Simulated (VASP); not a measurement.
An input for Ansatz (written as the equivalent of a VASP run, and not itself run):

Ansatz 0.2 input:
```yaml
crystal:
  lattice:
    - [2.7470000, 0.0000000, 0.0000000]
    - [0.0000000, 2.7470000, 0.0000000]
    - [0.0000000, 0.0000000, 3.6327300]
  atoms:
    - { symbol: V, position: [0.5000000, 0.5000000, 0.5000000] }
    - { symbol: Ir, position: [0.0000000, 0.0000000, 0.0000000] }
kpoints:
  mp_grid: { grid: [12, 12, 9] }
hamiltonian:
  xc: pbesol
  pseudopotentials: { kind: paw }
scf:
  occupations: { method: methfessel_paxton, width: 0.1 }
  max_iter: 100
relax:
  max_steps: 60
  f_tol: 0.01
  cell: {}
output: { forces: true, stress: true, eigenvalues: true }
```

**Question.** Write the VASP files for the same calculation (PBEsol).

**Answer.** Several could match; the one computed here: 
### POSCAR
```
VIr
1
    2.7470000000     0.0000000000     0.0000000000
    0.0000000000     2.7470000000     0.0000000000
    0.0000000000     0.0000000000     3.6327300000
V Ir
1 1
Direct
  0.5000000000   0.5000000000   0.5000000000
  0.0000000000   0.0000000000   0.0000000000
```

INCAR:
```
SYSTEM  =  VIr
PREC  =  Accurate; ENCUT  =  400; LREAL  =  .FALSE.
LASPH  =  .TRUE.
EDIFF  =  1E-6; NELM  =  100; ALGO  =  Normal
LMAXMIX  =  6
ISMEAR  =  1; SIGMA  =  0.1
GGA  =  PS
IBRION  =  2; NSW  =  60; ISIF  =  3
EDIFFG  =  -0.01
LWAVE  =  .FALSE.; LCHARG  =  .FALSE.
```

File KPOINTS:
```
kpoints
0
G
12 12 9
0 0 0
```

POTCAR, in this order: V_sv Ir (PBE.64 set). Program: vasp_std.

Limits of the translation: each code has its own PAW files, so the cut-off isn't converted (ENCUT is set for VASP's; basis.ecutwfc is left out, and Ansatz then takes the one that its files recommend); Ansatz stops its SCF on the density residual and VASP on the energy change (EDIFF).

The structure comes from a computed database's VIr entry (P4/mmm); how it stands against other phases isn't given here. This run relaxes it. Symmetry was kept, so distortions that lower it aren't found.
